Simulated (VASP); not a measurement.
An input for Ansatz (written as the equivalent of a VASP run, and not itself run):

Ansatz 0.2 input:
```yaml
crystal:
  lattice:
    - [1.7703151, -3.0662758, 0.0000000]
    - [1.7703151, 3.0662758, 0.0000000]
    - [0.0000000, 0.0000000, 4.2963546]
  atoms:
    - { symbol: Pt, position: [0.0000000, 0.0000000, 0.0000000] }
    - { symbol: S, position: [0.3333330, 0.6666670, 0.2750540] }
    - { symbol: S, position: [0.6666670, 0.3333330, 0.7249460] }
kpoints:
  mp_grid: { grid: [10, 10, 7] }
hamiltonian:
  xc: lda
  pseudopotentials: { kind: paw }
scf:
  occupations: { method: methfessel_paxton, width: 0.1 }
  max_iter: 100
relax:
  max_steps: 40
  f_tol: 0.02
  cell: { p_target: 10 }
output: { forces: true, stress: true, eigenvalues: true }
```

Write the VASP files for the same calculation (LDA).

Several could match; the one computed here: 
**POSCAR**
```
PtS2
1.0
  1.7703151280  -3.0662758421   0.0000000000
  1.7703151280   3.0662758421   0.0000000000
  0.0000000000   0.0000000000   4.2963545609
Pt S
1 2
Cart
  0.0000000000   0.0000000000   0.0000000000
  1.7703151280   1.0220939916   1.1817295946
  1.7703151280  -1.0220939916   3.1146249663
```

### INCAR
```
SYSTEM  =  PtS2
PREC  =  Accurate; ENCUT  =  500; LREAL  =  .FALSE.
LASPH  =  .TRUE.
EDIFF  =  1E-6; NELM  =  100; ALGO  =  Normal
LMAXMIX  =  6
ISMEAR  =  1; SIGMA  =  0.1
IBRION  =  2; NSW  =  40; ISIF  =  3
EDIFFG  =  -0.02; PSTRESS  =  100
LWAVE  =  .FALSE.; LCHARG  =  .FALSE.
```

File KPOINTS:
```
Automatic mesh
0
Gamma
10 10 7
0 0 0
```

POTCAR, in this order: Pt S (LDA.64 set). Program: vasp_std.

The two are equivalent in intent, not identical: each code has its own PAW files, so the cut-off isn't converted (ENCUT is set for VASP's; basis.ecutwfc is left out, and Ansatz then takes the one that its files recommend); Ansatz stops its SCF on the density residual and VASP on the energy change (EDIFF); Ansatz's lda is the Perdew-Wang form, while the LDA potentials of VASP carry Perdew-Zunger's.

The compound is PtS2 in the 1T layered structure. This run relaxes it under an external pressure of 10 GPa. Symmetry was kept, so distortions that lower it aren't found.
